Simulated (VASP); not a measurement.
A convergence study with VASP on SrTe (rock salt): one setting is varied, all else stays as given below, so the limit is that of these other settings.

```
SrTe
1.0
    0.00000     3.33000     3.33000
    3.33000     0.00000     3.33000
    3.33000     3.33000     0.00000
Sr Te
1 1
Direct
  0.00000   0.00000   0.00000
  0.50000   0.50000   0.50000
```

Method: PBE GGA, VASP's PBE PAW potentials (set 64) (plane waves; VASP). The tightest run used: 550 eV cut-off, 12×12×12 Monkhorst-Pack mesh, Gaussian smearing of 0.050 eV, potentials Sr_sv Te.

The reference is 12×12×12 mesh, which took about 2 core-minutes. The timings are rough (shared machines, no repeats); factors under 2 mean little.

Question: Of the settings 1×1×1 mesh; 2×2×2 mesh; 3×3×3 mesh; 4×4×4 mesh; 5×5×5 mesh; 6×6×6 mesh; 7×7×7 mesh; 8×8×8 mesh; 9×9×9 mesh; 10×10×10 mesh; 11×11×11 mesh; 12×12×12 mesh, which is the lowest that keeps the difference from the reference in the stress, largest component (GPa) within 0.1 from there on, and what does it cost?

Answer: 4×4×4 mesh; its cost over the reference is about 1/10.
```json
[
 {"setting": "1×1×1 mesh", "difference in the stress, largest component (GPa)": "22.19", "cost over the reference": "about 1/20"},
 {"setting": "2×2×2 mesh", "difference in the stress, largest component (GPa)": "0.28", "cost over the reference": "about 1/20"},
 {"setting": "3×3×3 mesh", "difference in the stress, largest component (GPa)": "0.37", "cost over the reference": "about 1/20"},
 {"setting": "4×4×4 mesh", "difference in the stress, largest component (GPa)": "0.00", "cost over the reference": "about 1/10"},
 {"setting": "5×5×5 mesh", "difference in the stress, largest component (GPa)": "0.03", "cost over the reference": "about 1/10"},
 {"setting": "6×6×6 mesh", "difference in the stress, largest component (GPa)": "0.00", "cost over the reference": "about 1/5"},
 {"setting": "7×7×7 mesh", "difference in the stress, largest component (GPa)": "0.00", "cost over the reference": "about 1/7"},
 {"setting": "8×8×8 mesh", "difference in the stress, largest component (GPa)": "0.00", "cost over the reference": "about 1/3"},
 {"setting": "9×9×9 mesh", "difference in the stress, largest component (GPa)": "0.00", "cost over the reference": "about 1/4"},
 {"setting": "10×10×10 mesh", "difference in the stress, largest component (GPa)": "0.00", "cost over the reference": "within a factor of 2"},
 {"setting": "11×11×11 mesh", "difference in the stress, largest component (GPa)": "0.00", "cost over the reference": "about 1/3"},
 {"setting": "12×12×12 mesh", "difference in the stress, largest component (GPa)": "0.00", "cost over the reference": "reference"}
]
```

Left out are rungs that failed or repeat a setting and relaxations that didn't move; long series are thinned to 24 rows.

The compound is SrTe in the rock salt structure. The cell was not relaxed at this level.
